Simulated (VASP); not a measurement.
Wanted: the native input for a VASP 6.6.1 run.

```
Task                   : single point
Functional             : PBE
Potentials or basis    : VASP PAW PBE potentials, release 64 (Lu, Si)
Cutoff                 : 520 eV
k mesh                 : 5 × 5 × 5, shifted
Occupations            : gaussian, width 0.2 eV
Spin                   : no spin polarisation
Dipole correction      : no
Further INCAR settings : ALGO = Fast; EDIFF = 1e-06; NBANDS = 48
```

The structure of Lu3Si lies in POSCAR:

```
Lu3Si
1.0
    4.5414190000      0.0000000000      0.0000000000
    0.0000000000      4.5414190000      0.0000000000
    0.0000000000      0.0000000000      4.5414190000
Lu Si
3 1
Direct
    0.0000000000      0.5000000000      0.5000000000
    0.5000000000      0.0000000000      0.5000000000
    0.5000000000      0.5000000000      0.0000000000
    0.0000000000      0.0000000000      0.0000000000
```

The cell comes from a database or a generator and needn't be the stable form of this composition.

These files were run (other wordings do the same):

INCAR

```
SYSTEM = Lu3Si
ALGO = Fast ; EDIFF = 1E-6
ENCUT = 520 ; GGA = PE
ISIF = 2 ; ISMEAR = 0
LASPH = .True. ; LCHARG = .True.
LELF = .True. ; LREAL = .False.
LVHAR = .True. ; LWAVE = .False.
NBANDS = 48 ; NELM = 100
PREC = Accurate ; SIGMA = 0.2
```

KPOINTS

```
Automatic mesh
0
Gamma
  5 5 5
  0.5 0.5 0.5
```

Potentials or basis: VASP PAW PBE potentials, release 64 (Lu, Si).

Run with:

```bash
$ cat potpaw_PBE.64/Lu/POTCAR potpaw_PBE.64/Si/POTCAR > POTCAR
$ mpirun -np 1 vasp_std > vasp.out
```

It gave:

```json
{"Pressure": "-3.6 GPa", "Band gap on the k mesh": "none (metal or under the smearing width)"}
```

Run time: 86 s on 1 thread of Intel(R) Xeon(R) 6975P-C (Granite Rapids) (shared host), peak memory 0.23 GiB.
